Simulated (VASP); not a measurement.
```
Li2O
1.0
    0.00000     2.31114     2.31114
    2.31114     0.00000     2.31114
    2.31114     2.31114     0.00000
Li O
2 1
Cartesian
  1.15557   1.15557   1.15557
  3.46671   3.46671   3.46671
  0.00000   0.00000   0.00000
```

Calculation: r2SCAN meta-GGA, VASP's PBE PAW potentials (set 64) (plane waves; VASP 6.6.1). Settings: 520 eV cut-off, 10×10×10 Γ-centred mesh, Gaussian smearing of 0.050 eV, potentials Li_sv O.

Give the stress tensor in GPa (positive for a compressed cell).

```
-3.00   0.00   0.00
 0.00  -3.00   0.00
 0.00   0.00  -3.00
```
The pressure is its mean diagonal, -3.00 GPa.

The compound is Li2O in the antifluorite structure. This cell is one point of a volume scan, at 1.03 of the reference volume.
